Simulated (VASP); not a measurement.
An input for Quantum ESPRESSO's pw.x (written as the equivalent of a VASP run, and not itself run):

```
&CONTROL
  calculation = 'scf'
  pseudo_dir = './pseudo'
  outdir = './out'
  tprnfor = .true.
  tstress = .true.
/
&SYSTEM
  ibrav = 0
  nat = 4
  ntyp = 2
  ecutwfc = 84
  occupations = 'smearing'
  smearing = 'gaussian'
  degauss = 0.003675
  input_dft = 'pbesol'
/
&ELECTRONS
  conv_thr = 7.3e-09
  electron_maxstep = 100
/
ATOMIC_SPECIES
  Mg 24.305 Mg.upf
  Te 127.600 Te.upf
CELL_PARAMETERS angstrom
     2.2813304   -3.9513806   -0.0000000
     2.2813304    3.9513806   -0.0000000
     0.0000000    0.0000000    7.4145726
ATOMIC_POSITIONS crystal
  Mg   0.6666670  0.3333330  0.4996965
  Mg   0.3333330  0.6666670  0.9996965
  Te   0.6666670  0.3333330  0.8763035
  Te   0.3333330  0.6666670  0.3763035
K_POINTS automatic
  6 6 4 0 0 0
```

Q: Translate this input to VASP (INCAR, KPOINTS, POSCAR, choice of POTCAR).

A: This is not unique; one that fits is 
POSCAR:
```
MgTe
1
    2.2813303895    -3.9513805596    -0.0000000000
    2.2813303895     3.9513805596    -0.0000000000
    0.0000000000     0.0000000000     7.4145726089
Mg Te
2 2
Direct
  0.6666670000   0.3333330000   0.4996965488
  0.3333330000   0.6666670000   0.9996965488
  0.6666670000   0.3333330000   0.8763034512
  0.3333330000   0.6666670000   0.3763034512
```

INCAR:
```
SYSTEM = MgTe
PREC = Accurate
ENCUT = 480
EDIFF = 1E-7
NELM = 100
ALGO = Normal
LREAL = .FALSE.
LASPH = .TRUE.
ISMEAR = 0
SIGMA = 0.05
GGA = PS
LMAXMIX = 4
LWAVE = .FALSE.
LCHARG = .FALSE.
ISIF = 2
```

### KPOINTS
```
Automatic mesh
0
Gamma
6 6 4
0 0 0
```

POTCAR, in this order: Mg Te (PBE.64 set). Program: vasp_std.

Limits of the translation: the potentials are each code's own (VASP's PAW set, PseudoDojo norm-conserving files in pw.x), so ENCUT and ecutwfc are chosen apart and not converted; conv_thr bounds pw.x's estimated SCF error, while EDIFF bounds the energy change between steps.

The compound is MgTe in the wurtzite structure. It was relaxed first.
